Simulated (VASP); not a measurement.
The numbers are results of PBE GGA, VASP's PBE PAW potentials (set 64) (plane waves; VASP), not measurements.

Input for VASP

POSCAR:
```
Na
1.0
  6.0384100000   0.0000000000   0.0000000000
 -3.0192050000   5.2294160000   0.0000000000
  0.0000000000   0.0000000000   3.6726590000
Na
3
Direct
  0.0000000000   0.0000000000   0.0000000000
  0.3333330000   0.6666670000   0.5000000000
  0.6666670000   0.3333330000   0.5000000000
```

### INCAR
```
LASPH = .TRUE.   ! aspherical one-centre terms
ISMEAR = -1   ! Fermi-Dirac
PREC = Accurate
ENCUT = 300   ! plane-wave cut-off (eV)
LWAVE = .FALSE.
SYSTEM = Na
GGA = PE
LREAL = .FALSE.   ! projection in real space or not
IBRION = 2   ! conjugate gradients
ISIF = 3
EDIFF = 1E-6   ! SCF stop (eV)
SIGMA = 0.1   ! width (eV)
ALGO = Normal
EDIFFG = -0.01   ! ionic stop
NELM = 100   ! most electronic steps
LCHARG = .FALSE.
NSW = 50
```

**KPOINTS**
```
kpoints
0
Gamma
6 6 9
```

POTCAR, in this order: Na_pv (PBE.64 set). Program: vasp_std.

The run wrote:

File OUTCAR:
```
 ion  position               nearest neighbor table
   1  0.000  0.000  0.000-
   2  0.333  0.667  0.500-
   3  0.667  0.333  0.500-
  LATTYP: Found a hexagonal cell.
 ALAT       =     6.0384100000
 C/A-ratio  =     0.6082162357
 Subroutine PRICEL returns:
 Original cell was already a primitive cell.
 Subroutine GETGRP returns: Found 24 space group operations
The static configuration has the point symmetry D_6h.
The dynamic configuration has the point symmetry D_6h.
 Subroutine INISYM returns: Found 24 space group operations
 Subroutine IBZKPT returns following result:
 Found     35 irreducible k-points:

 Following reciprocal coordinates:
            Coordinates               Weight
  0.000000  0.000000  0.000000      1.000000
  0.166667 -0.000000  0.000000      6.000000
  0.333333  0.000000  0.000000      6.000000
  0.500000 -0.000000  0.000000      3.000000
  0.166667  0.166667  0.000000      6.000000
  0.333333  0.166667  0.000000     12.000000
  0.333333  0.333333  0.000000      2.000000
...
```

**OSZICAR**
```
       N       E                     dE             d eps       ncg     rms          rms(c)
DAV:   1     0.127487747142E+03    0.12749E+03   -0.91424E+03  1198   0.948E+02
DAV:   2     0.265453903935E+01   -0.12483E+03   -0.12355E+03  1028   0.331E+02
DAV:   3    -0.383122955630E+01   -0.64858E+01   -0.63960E+01  1124   0.933E+01
DAV:   4    -0.391780072368E+01   -0.86571E-01   -0.86504E-01  1124   0.108E+01
DAV:   5    -0.391929413493E+01   -0.14934E-02   -0.14934E-02  1210   0.152E+00    0.375E-01
DAV:   6    -0.391871446843E+01    0.57967E-03   -0.14570E-03  1220   0.514E-01    0.250E-01
DAV:   7    -0.391822670063E+01    0.48777E-03   -0.31262E-03  1226   0.626E-01    0.217E-02
DAV:   8    -0.391821658227E+01    0.10118E-04   -0.12905E-04  1166   0.216E-01    0.651E-03
DAV:   9    -0.391821838409E+01   -0.18018E-05   -0.13348E-06   886   0.134E-02    0.247E-03
DAV:  10    -0.391821879786E+01   -0.41377E-06   -0.40617E-07   706   0.947E-03
   1 F= -.39182188E+01 E0= -.38903237E+01  d E =-.391822E+01
       N       E                     dE             d eps       ncg     rms          rms(c)
DAV:   1    -0.393388573172E+01   -0.15667E-01   -0.42778E-01   992   0.122E+01    0.812E-01
DAV:   2    -0.392428092151E+01    0.96048E-02   -0.13819E-02  1064   0.227E+00    0.415E-01
DAV:   3    -0.392098383686E+01    0.32971E-02   -0.53814E-03  1052   0.128E+00    0.487E-02
DAV:   4    -0.392077324763E+01    0.21059E-03   -0.25392E-04  1106   0.329E-01    0.415E-03
DAV:   5    -0.392077215194E+01    0.10957E-05   -0.24737E-06   862   0.275E-02    0.173E-03
DAV:   6    -0.392077206504E+01    0.86901E-07   -0.49096E-07   634   0.910E-03
   2 F= -.39207721E+01 E0= -.38931665E+01  d E =-.255327E-02
       N       E                     dE             d eps       ncg     rms          rms(c)
DAV:   1    -0.394205799656E+01   -0.21286E-01   -0.62491E-01   992   0.147E+01    0.983E-01
DAV:   2    -0.392800518957E+01    0.14053E-01   -0.20251E-02  1046   0.276E+00    0.502E-01
DAV:   3    -0.392318278287E+01    0.48224E-02   -0.78629E-03  1040   0.155E+00    0.592E-02
DAV:   4    -0.392287345307E+01    0.30933E-03   -0.37327E-04  1106   0.399E-01    0.497E-03
DAV:   5    -0.392287186702E+01    0.15861E-05   -0.39234E-06  1090   0.330E-02    0.209E-03
DAV:   6    -0.392287174300E+01    0.12402E-06   -0.21892E-07   616   0.609E-03
   3 F= -.39228717E+01 E0= -.38956205E+01  d E =-.465295E-02
       N       E                     dE             d eps       ncg     rms          rms(c)
DAV:   1    -0.400224549997E+01   -0.79374E-01   -0.25153E+00   986   0.293E+01    0.199E+00
DAV:   2    -0.394478647650E+01    0.57459E-01   -0.82723E-02  1022   0.558E+00    0.102E+00
DAV:   3    -0.392516376091E+01    0.19623E-01   -0.31667E-02  1022   0.312E+00    0.122E-01
DAV:   4    -0.392388978945E+01    0.12740E-02   -0.15053E-03  1052   0.804E-01    0.950E-03
DAV:   5    -0.392388331146E+01    0.64780E-05   -0.16876E-05  1142   0.682E-02    0.420E-03
DAV:   6    -0.392388291276E+01    0.39870E-06   -0.57417E-07   598   0.123E-02
   4 F= -.39238829E+01 E0= -.38973551E+01  d E =-.566411E-02
       N       E                     dE             d eps       ncg     rms          rms(c)
DAV:   1    -0.392919548445E+01   -0.53122E-02   -0.17128E-01   986   0.784E+00    0.509E-01
DAV:   2    -0.392543087072E+01    0.37646E-02   -0.54667E-03  1010   0.145E+00    0.260E-01
DAV:   3    -0.392412112871E+01    0.13097E-02   -0.21267E-03  1016   0.811E-01    0.301E-02
DAV:   4    -0.392403452172E+01    0.86607E-04   -0.10238E-04  1076   0.209E-01    0.291E-03
DAV:   5    -0.392403368610E+01    0.83562E-06   -0.93257E-07   676   0.171E-02
   5 F= -.39240337E+01 E0= -.38973192E+01  d E =-.581489E-02
       N       E                     dE             d eps       ncg     rms          rms(c)
DAV:   1    -0.392473743976E+01   -0.70292E-03   -0.27812E-02  1016   0.244E+00    0.186E-01
DAV:   2    -0.392439829060E+01    0.33915E-03   -0.68605E-04  1052   0.410E-01    0.108E-01
DAV:   3    -0.392422436399E+01    0.17393E-03   -0.14539E-04  1154   0.193E-01    0.110E-02
DAV:   4    -0.392421882637E+01    0.55376E-05   -0.12022E-05  1082   0.683E-02    0.942E-04
DAV:   5    -0.392421875253E+01    0.73840E-07   -0.16928E-07   520   0.679E-03
   6 F= -.39242188E+01 E0= -.38975955E+01  d E =-.185066E-03
       N       E                     dE             d eps       ncg     rms          rms(c)
DAV:   1    -0.392731619965E+01   -0.30974E-02   -0.15899E-01  1016   0.584E+00    0.443E-01
DAV:   2    -0.392538696640E+01    0.19292E-02   -0.39547E-03  1058   0.988E-01    0.257E-01
DAV:   3    -0.392439299683E+01    0.99397E-03   -0.83510E-04  1142   0.459E-01    0.263E-02
DAV:   4    -0.392436247842E+01    0.30518E-04   -0.68614E-05  1100   0.164E-01    0.225E-03
DAV:   5    -0.392436228778E+01    0.19064E-06   -0.94528E-07   622   0.161E-02
   7 F= -.39243623E+01 E0= -.38979510E+01  d E =-.328602E-03
```

### OUTCAR
```
------------------------ aborting loop because EDIFF is reached ----------------------------------------
  FORCE on cell =-STRESS in cart. coord.  units (eV):
  Direction    XX          YY          ZZ          XY          YZ          ZX
  --------------------------------------------------------------------------------------
  Total        0.0035101      0.0035101      0.0163305     -0.0000000     -0.0000000      0.0000000
  in kB        0.0503389      0.0503389      0.2341959     -0.0000000     -0.0000000      0.0000000
  external PRESSURE =       0.1116246 kB  Pullay stress =       0.0000000 kB
  volume of cell :      111.72
      direct lattice vectors                 reciprocal lattice vectors
     6.017620977  0.000000000  0.000000000     0.166178628  0.095943284  0.000000000
    -3.008810489  5.211412183  0.000000000    -0.000000000  0.191886568  0.000000000
     0.000000000 -0.000000000  3.562469237    -0.000000000 -0.000000000  0.280704178
 POSITION                                       TOTAL-FORCE (eV/Angst)
 -----------------------------------------------------------------------------------
      0.00000     -0.00000      3.56247        -0.000000     -0.000000     -0.000000
     -0.00000      3.47428      1.78123        -0.000000      0.000000     -0.000000
      3.00881      1.73714      1.78123         0.000000     -0.000000      0.000000
 -----------------------------------------------------------------------------------
    total drift:                                0.000000      0.000000      0.000000
  FREE ENERGIE OF THE ION-ELECTRON SYSTEM (eV)
  ---------------------------------------------------
  free  energy   TOTEN  =        -3.9243622878 eV

  energy  without entropy=       -3.8715396364  energy(sigma->0) =       -3.89795096

 reached required accuracy - stopping structural energy minimisation
```
(Selected blocks of OUTCAR.)

### CONTCAR
```
Na
   1.00000000000000
     6.0176209771835589    0.0000000000000000    0.0000000000000000
    -3.0088104885917795    5.2114121829701503    0.0000000000000000
     0.0000000000000000   -0.0000000000000000    3.5624692367069244
  Na
     3
Direct
     0.0000000000000000    0.0000000000000000    1.0000000000000000
     0.3333330000000032    0.6666669999999968    0.5000000000000000
     0.6666669999999968    0.3333330000000032    0.5000000000000000
```

At this cut-off the stress carries a Pulay error, which pulls relaxed volumes low. Energy and stress use the plane-wave basis of the starting cell.

The structure was generated: Na was put into an ordered model structure, which need not be its known phase. This run relaxes it. Symmetry was kept, so distortions that lower it aren't found. The run is one of a series of settings (EDIFFG = -0.01, IBRION = 2, ISIF = 3, NSW = 50 against the base run), some of them coarse on purpose.
